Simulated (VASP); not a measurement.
A convergence study with VASP on ZrN (rock salt): one setting is varied, all else stays as given below, so the limit is that of these other settings. Each run relaxes cell and ions from the cell shown. The basis is that of the starting cell, so low cut-offs carry a Pulay error.

```
ZrN
1.0
    0.00000     2.29000     2.29000
    2.29000     0.00000     2.29000
    2.29000     2.29000     0.00000
Zr N
1 1
Cartesian
  0.00000   0.00000   0.00000
  2.29000   2.29000   2.29000
```

The numbers are results of LDA (Ceperley-Alder, Perdew-Zunger), VASP's LDA PAW potentials (set 64) (plane waves; VASP), not measurements. The tightest run used: 800 eV cut-off, 11×11×11 Γ-centred mesh, first-order Methfessel-Paxton smearing of 0.10 eV, potentials Zr_sv N.

| setting | relaxed volume (Å³/atom) | E (eV/atom) | plane waves |
|---|---|---|---|
| ENCUT = 250 | 10.558 | -11.4272 | 225 |
| ENCUT = 300 | 11.031 | -11.2854 | 295 |
| ENCUT = 350 | 11.332 | -11.2266 | 369 |
| ENCUT = 400 | 11.519 | -11.2148 | 448 |

Problem. These are the cheaper rows. Estimate the results at ENCUT = 800, and how far the last row shown lies from them.

Solution. 
```tsv
quantity	tightest run	last row shown is off by
relaxed volume (Å³/atom)	11.614	-0.096
E (eV/atom)	-11.2083	-0.0064
```

Left out are rungs that failed or repeat a setting and relaxations that didn't move; long series are thinned to 24 rows.

The compound is ZrN in the rock salt structure. The electron count is odd and the run is not spin-polarised, which forces a metal.
